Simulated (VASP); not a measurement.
Crystal: Ta4NiO11.

```
CELL_PARAMETERS angstrom
3.80000 0.00000 0.00000
0.00000 3.85000 0.00000
0.00000 0.00000 12.60000
ATOMIC_POSITIONS crystal
Ta 0.50000 0.00000 0.82500
Ta 0.50000 0.00000 0.17500
Ta 0.00000 0.00000 0.65100
Ta 0.00000 0.00000 0.34900
Ni 0.00000 0.00000 0.00000
O 0.50000 0.00000 0.00000
O 0.00000 0.50000 0.00000
O 0.00000 0.00000 0.82500
O 0.50000 0.50000 0.82500
O 0.00000 0.00000 0.17500
O 0.50000 0.50000 0.17500
O 0.50000 0.00000 0.65100
O 0.50000 0.00000 0.34900
O 0.00000 0.00000 0.50000
O 0.00000 0.50000 0.65100
O 0.00000 0.50000 0.34900
```

The cell was built by a generator and needn't be a form met in nature.

| Quantity | Value |
| --- | --- |
| Program | VASP 6.6.1 |
| Task | relaxation of cell and atoms |
| Functional | PBE |
| Potentials or basis | VASP PAW PBE potentials, release 64 (Ta_pv, Ni, O) |
| Cutoff | 520 eV |
| k mesh | 4 × 4 × 1 |
| Occupations | gaussian, width 0.15 eV |
| Spin | collinear spin, ferromagnetic start |
| Starting moments | [0.0, 0.0, 0.0, 0.0, 1.0, 0.0, 0.0, 0.0, 0.0, 0.0, 0.0, 0.0, 0.0, 0.0, 0.0, 0.0] μB |

At the start: pressure 24.1 GPa; volume 11.52 Å³/atom.

Task: How do energy, volume and symmetry change on relaxing?

Result: Over 22 steps the energy falls by 318.4 meV/atom and the volume is 12.62 Å³/atom (+9.5 %); space group Pmmm (No. 47, to 0.05 Å); moment 0.44 μB per cell.

Step by step:
```tsv
step	energy change (eV)	largest force (eV/Å)	pressure (GPa)	volume (Å³)
1	0.0000	4.6138	24.06	184.34
2	1.5230	8.9913	-20.54	232.59
3	-2.9758	2.2087	-3.94	204.07
4	-2.9840	2.2512	-3.24	203.04
5	-2.9831	2.2763	-2.33	202.32
6	-3.9600	1.9659	0.42	200.45
7	-4.1758	1.4369	2.98	199.22
8	-4.4833	1.7526	0.72	200.19
9	-4.4930	2.2158	0.29	200.39
10	-4.7747	1.1936	-0.33	200.75
11	-4.8861	0.5518	-1.13	201.15
12	-4.8872	0.5548	-1.34	201.12
13	-4.9412	0.4773	0.29	200.13
14	-4.9480	0.6966	1.66	199.45
15	-4.9922	0.4477	1.05	200.09
16	-5.0246	0.2510	0.17	201.22
17	-5.0509	0.3216	-1.08	201.74
18	-5.0510	0.3169	-0.63	201.71
19	-5.0654	0.2551	0.03	201.13
20	-5.0702	0.2132	0.88	200.52
21	-5.0822	0.1671	0.69	200.91
22	-5.0942	0.0741	-0.18	201.94
```

Final structure:
```
Ta Ni O
1.0
     3.93350    0.00000    0.00000
     0.00000    3.83438    0.00000
     0.00000    0.00000   13.38870
Ta Ni O
4 1 11
Cartesian
  1.9668 0.0000 11.3210
  1.9668 0.0000 2.0677
  0.0000 3.8344 8.6168
  0.0000 0.0000 4.7719
  0.0000 0.0000 0.0000
  1.9668 0.0000 0.0000
  0.0000 1.9172 0.0000
  0.0000 0.0000 10.7952
  1.9668 1.9172 11.1870
  0.0000 0.0000 2.5935
  1.9668 1.9172 2.2017
  1.9668 0.0000 9.1164
  1.9668 0.0000 4.2723
  0.0000 0.0000 6.6943
  0.0000 1.9172 8.7030
  0.0000 1.9172 4.6857
```

Caveat: the k mesh is coarse (spacing up to 0.50 Å⁻¹), so the values aren't converged; a cell with one magnetic atom can't hold antiferromagnetic order, which such compounds often take.
